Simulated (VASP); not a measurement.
Output of a VASP run:

**OSZICAR**
```
...
DAV:   8    -0.132456086369E+03   -0.80285E-06   -0.72590E-06  1259   0.150E-02
   5 F= -.13245609E+03 E0= -.13245207E+03  d E =-.161157E-02
       N       E                     dE             d eps       ncg     rms          rms(c)
DAV:   1    -0.132456388980E+03   -0.30341E-03   -0.48358E-01  2250   0.276E+00    0.200E-01
DAV:   2    -0.132457992584E+03   -0.16036E-02   -0.13075E-02  3041   0.518E-01    0.408E-01
DAV:   3    -0.132457232873E+03    0.75971E-03   -0.18030E-03  3307   0.269E-01    0.139E-01
DAV:   4    -0.132457293229E+03   -0.60356E-04   -0.51033E-04  3449   0.150E-01    0.159E-01
DAV:   5    -0.132457245383E+03    0.47846E-04   -0.38988E-04  3441   0.135E-01    0.106E-01
DAV:   6    -0.132457218969E+03    0.26414E-04   -0.23830E-04  3454   0.101E-01    0.472E-02
DAV:   7    -0.132457209044E+03    0.99256E-05   -0.12127E-04  2905   0.573E-02    0.453E-02
DAV:   8    -0.132457198383E+03    0.10661E-04   -0.33399E-05  1843   0.363E-02    0.104E-02
DAV:   9    -0.132457198599E+03   -0.21612E-06   -0.54869E-06  1200   0.131E-02
   6 F= -.13245720E+03 E0= -.13245312E+03  d E =-.111223E-02
       N       E                     dE             d eps       ncg     rms          rms(c)
DAV:   1    -0.132456051435E+03    0.11469E-02   -0.11386E+00  2250   0.423E+00    0.303E-01
DAV:   2    -0.132459989127E+03   -0.39377E-02   -0.31149E-02  3052   0.808E-01    0.644E-01
DAV:   3    -0.132458032833E+03    0.19563E-02   -0.44191E-03  3318   0.428E-01    0.208E-01
DAV:   4    -0.132458144565E+03   -0.11173E-03   -0.11437E-03  3449   0.220E-01    0.226E-01
DAV:   5    -0.132458057187E+03    0.87378E-04   -0.86179E-04  3521   0.198E-01    0.160E-01
DAV:   6    -0.132457998922E+03    0.58265E-04   -0.53201E-04  3782   0.151E-01    0.703E-02
DAV:   7    -0.132457975172E+03    0.23750E-04   -0.27571E-04  3452   0.851E-02    0.684E-02
DAV:   8    -0.132457952231E+03    0.22941E-04   -0.80834E-05  2582   0.514E-02    0.166E-02
DAV:   9    -0.132457951690E+03    0.54160E-06   -0.73368E-06  1271   0.191E-02
   7 F= -.13245795E+03 E0= -.13245380E+03  d E =-.186532E-02
       N       E                     dE             d eps       ncg     rms          rms(c)
DAV:   1    -0.132457866379E+03    0.85853E-04   -0.64147E-02  2250   0.100E+00    0.724E-02
DAV:   2    -0.132458102709E+03   -0.23633E-03   -0.18257E-03  3113   0.200E-01    0.165E-01
DAV:   3    -0.132457978798E+03    0.12391E-03   -0.27890E-04  3214   0.106E-01    0.510E-02
DAV:   4    -0.132457984489E+03   -0.56905E-05   -0.60776E-05  2299   0.533E-02
   8 F= -.13245798E+03 E0= -.13245390E+03  d E =-.189812E-02
       N       E                     dE             d eps       ncg     rms          rms(c)
DAV:   1    -0.132457941534E+03    0.37265E-04   -0.43653E-01  2250   0.263E+00    0.145E-01
DAV:   2    -0.132459254838E+03   -0.13133E-02   -0.11087E-02  2956   0.476E-01    0.326E-01
DAV:   3    -0.132458709815E+03    0.54502E-03   -0.14432E-03  3388   0.242E-01    0.121E-01
DAV:   4    -0.132458678758E+03    0.31058E-04   -0.28496E-04  3246   0.965E-02    0.777E-02
DAV:   5    -0.132458666965E+03    0.11792E-04   -0.10377E-04  2489   0.621E-02    0.606E-02
DAV:   6    -0.132458673243E+03   -0.62778E-05   -0.14665E-04  3259   0.758E-02    0.500E-02
DAV:   7    -0.132458655713E+03    0.17530E-04   -0.49767E-05  2389   0.494E-02    0.173E-02
DAV:   8    -0.132458656386E+03   -0.67241E-06   -0.13144E-05  1381   0.210E-02
   9 F= -.13245866E+03 E0= -.13245451E+03  d E =-.671897E-03
```

### OUTCAR
```
------------------------ aborting loop because EDIFF is reached ----------------------------------------
  FORCE on cell =-STRESS in cart. coord.  units (eV):
  Direction    XX          YY          ZZ          XY          YZ          ZX
  --------------------------------------------------------------------------------------
  Total       -6.1107178     -5.0911283     -2.0737681      0.0000000      0.0000000      0.0000000
  in kB      -19.9398948    -16.6128705     -6.7669167      0.0000000      0.0000000      0.0000000
  external PRESSURE =     -14.4398940 kB  Pullay stress =       0.0000000 kB
  volume of cell :      491.00
      direct lattice vectors                 reciprocal lattice vectors
     3.162404517  0.000000000  0.000000000     0.316215081  0.000000000  0.000000000
     0.000000000  6.344613420  0.000000000     0.000000000  0.157614016  0.000000000
     0.000000000  0.000000000 24.471317944     0.000000000  0.000000000  0.040864166
 POSITION                                       TOTAL-FORCE (eV/Angst)
 -----------------------------------------------------------------------------------
      0.00000      3.17231      7.85687        -0.000000     -0.000000      0.013911
      0.00000      0.00000     11.01842        -0.000000     -0.000000      0.006204
      1.58120      5.14045      8.96995         0.000000      0.015197     -0.024578
      1.58120      1.20417      8.96995        -0.000000     -0.015197     -0.024578
      3.16240      3.17231     10.26449        -0.000000     -0.000000     -0.021267
      0.00000      3.17231     14.20682        -0.000000     -0.000000      0.021267
      1.58120      1.95905     12.23566        -0.000000      0.007216     -0.000000
      1.58120      4.38557     12.23566        -0.000000     -0.007216     -0.000000
      0.00000      0.00000     13.45290        -0.000000     -0.000000     -0.006204
      1.58120      5.14045     15.50137        -0.000000      0.015197      0.024578
      1.58120      1.20417     15.50137        -0.000000     -0.015197      0.024578
      0.00000      3.17231     16.61445         0.000000     -0.000000     -0.013911
      0.00000      0.00000      9.08654        -0.000000     -0.000000      0.025653
      1.58120      3.17231      9.02310        -0.000000     -0.000000      0.005971
      0.00000      3.17231     12.23566        -0.000000     -0.000000     -0.000000
      1.58120      0.00000     12.23566        -0.000000     -0.000000     -0.000000
      0.00000      0.00000     15.38478        -0.000000     -0.000000     -0.025653
      1.58120      3.17231     15.44822        -0.000000     -0.000000     -0.005971
 -----------------------------------------------------------------------------------
    total drift:                                0.000000      0.000000      0.000000
  FREE ENERGIE OF THE ION-ELECTRON SYSTEM (eV)
  ---------------------------------------------------
  free  energy   TOTEN  =      -132.4586563857 eV

  energy  without entropy=     -132.4462123516  energy(sigma->0) =     -132.45450837

 reached required accuracy - stopping structural energy minimisation
```
(Selected blocks of OUTCAR.)

POSCAR:
```
IrO2(110) slab
1
    3.1624045166     0.0000000000     0.0000000000
    0.0000000000     6.3446134197     0.0000000000
    0.0000000000     0.0000000000    24.4713179437
O Ir
12 6
Direct
  0.0000000000   0.5000000000   0.3216404642
  0.0000000000   0.0000000000   0.4507536184
  0.5000000000   0.8100613193   0.3672127085
  0.5000000000   0.1899386807   0.3672127085
  0.0000000000   0.5000000000   0.4199625386
  0.0000000000   0.5000000000   0.5800374614
  0.5000000000   0.3088640378   0.5000000000
  0.5000000000   0.6911359622   0.5000000000
  0.0000000000   0.0000000000   0.5492463816
  0.5000000000   0.8100613193   0.6327872915
  0.5000000000   0.1899386807   0.6327872915
  0.0000000000   0.5000000000   0.6783595358
  0.0000000000   0.0000000000   0.3721781735
  0.5000000000   0.5000000000   0.3693012586
  0.0000000000   0.5000000000   0.5000000000
  0.5000000000   0.0000000000   0.5000000000
  0.0000000000   0.0000000000   0.6278218265
  0.5000000000   0.5000000000   0.6306987414
```

**Question.** Reconstruct the remaining input files.

**Answer.** One answer among several that fit: the input of the run itself, PBEsol GGA, plane waves, VASP's PBE PAW potentials (set 64).

File KPOINTS:
```
Automatic mesh
0
gamma
 9 5 1
```

INCAR:
```
SYSTEM = IrO2(110) slab
PREC = Normal; ENCUT = 450; LREAL = Auto
LASPH = .True.
EDIFF = 1E-5; NELM = 100; NELMIN = 4
ALGO = Normal; LMAXMIX = 6
ISMEAR = 1; SIGMA = 0.1
GGA = PS
IBRION = 2; NSW = 120; ISIF = 2
EDIFFG = -0.03
LWAVE = .True.; LCHARG = .False.
DIPOL = 0.5 0.5 0.5
LDIPOL = .True.; IDIPOL = 3
```

POTCAR, in this order: O Ir (PBE.64 set). Program: vasp_std.

At this cut-off the stress carries a Pulay error, which pulls relaxed volumes low.

The cell is a thin slab with vacuum, built from IrO2 (rutile): (110) face.
